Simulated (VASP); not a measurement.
A run of VASP 6.6.1 is set up as follows.

INCAR

```
SYSTEM = ZnH12Cl2O6
ALGO     = Fast           ! electronic algorithm
EDIFF    = 1E-6           ! SCF threshold, eV
ENCUT    = 520            ! plane-wave cutoff, eV
GGA      = PE             ! functional
ISIF     = 2              ! what is computed and relaxed
ISMEAR   = -1             ! smearing method
IVDW     = 12             ! dispersion correction
LASPH    = .True.         ! aspherical terms in the spheres
LCHARG   = .False.        ! write CHGCAR
LREAL    = Auto         
LWAVE    = .False.        ! write WAVECAR
NBANDS   = 53             ! bands
NELM     = 100            ! most SCF steps
PREC     = Accurate       ! precision mode
SIGMA    = 0.02           ! smearing width, eV
```

KPOINTS

```
k-points
0
Gamma
  1 1 1
  0 0 0
```

POSCAR

```
ZnH12Cl2O6
1.0
    6.8384790000      0.0000000000      0.0000000000
    0.0000000000      6.8384790000      0.0000000000
    0.0000000000      0.0000000000      6.8384790000
O H Zn Cl
6 12 1 2
Direct
   -0.0693575282      0.2549982240      1.0926113833
    0.6557891016      1.0426148856      0.7880699787
    0.9744857007      0.8010553224      0.8492093052
    0.2971567215      0.7692938737      0.6213077499
    0.3171026774      0.6439004931      0.1013968165
    0.6105889921      0.4543115509      0.8111160391
   -0.1064417979      0.3692195297      1.0138073101
   -0.0308840606      0.1463775790      1.0013630224
    0.6793031023      1.1861263301      0.7714434745
    0.5261111426      1.0144507280      0.7425042908
    0.9757432903      0.7730227730      0.9819142532
    0.8540495628      0.8765106978      0.8199045431
    0.2365730742      0.7704637245      0.4980639701
    0.1881120056      0.7583411457      0.7164897340
    0.3225424835      0.7754940828      0.1541132173
    0.3475187977      0.5634147593      0.2107486182
    0.5177320863      0.4677794580      0.9245769417
    0.5426352848      0.5496105201      0.7133018907
    0.7139745549      0.1131538168      0.2244797418
    0.4815252047      0.3030644680      0.3511745814
    0.8239112820      0.8252127410      0.2934716916
```

Potentials or basis: VASP PAW PBE potentials, release 64 (O, H, Zn, Cl).

Run with:

```bash
$ cat potpaw_PBE.64/O/POTCAR potpaw_PBE.64/H/POTCAR potpaw_PBE.64/Zn/POTCAR potpaw_PBE.64/Cl/POTCAR > POTCAR
$ mpirun -np 1 vasp_gam > vasp.out
```

(1) Estimate the dispersion energy per atom.

(2) Estimate the band gap on the k mesh.

Results:

(1) -0.043 eV.

(2) 3.90 eV, direct.
